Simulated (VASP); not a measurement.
Here is a VASP 6.6.1 calculation.

The input INCAR:

```
  PREC = Accurate
  ENCUT = 520
  EDIFF = 1E-6
  ISMEAR = -1
  SIGMA = 0.05
  LREAL = F
  LASPH = T
  NELM = 80
  ALGO = Normal
  ISIF = 2
  LWAVE = F
  LCHARG = F
  GGA = PE
  NBANDS = 30
```

File KPOINTS:

```
Automatic mesh
0
Gamma
  4 4 3
```

File POSCAR:

```
Li4Ge2B
1.0
    4.4713316700      0.0000000000      0.0000000000
   -2.2356658400      3.8722868200      0.0000001100
   -2.2356658400      1.2907621100      6.1216680400
Ge B Li
2 1 4
Direct
    0.3978088311      0.5935465384      0.2228617961
    0.2817630106      0.7455923571      0.7978918305
    0.1315861116      0.8838267713      0.3811897162
    0.8871725941      0.1368563416      0.4651647176
    0.6593573088      0.3074899661      0.1006565469
    0.9708462215     -0.0836268323      0.9652073537
    0.4811405708      0.4209415993      0.6736325666
```

Potentials or basis: VASP PAW PBE potentials, release 64 (Ge_d, B, Li_sv).

Command:

```sh
$ cat potpaw_PBE.64/Ge_d/POTCAR potpaw_PBE.64/B/POTCAR potpaw_PBE.64/Li_sv/POTCAR > POTCAR
$ mpirun -np 1 vasp_std > vasp.out
```

Task: Estimate the band gap on the k mesh.

Result: None (metal or under the smearing width).

Task: Estimate the largest force.

Result: 1.013 eV/Å.

Forces in eV/Å, atoms in the order of the input:
```
Ge  -0.049 -0.133  0.685
Ge  -0.227 -0.302 -0.836
B    0.478 -0.112  0.214
Li  -0.674 -0.027  0.734
Li   0.157 -0.457 -0.493
Li  -0.501  0.881 -0.009
Li   0.815  0.152 -0.294
```

Caveat: the k mesh is coarse (spacing up to 0.41 Å⁻¹), so the values aren't converged; forces of over 1 eV/Å show positions far from the minimum, so gaps and moduli don't describe the material at rest.
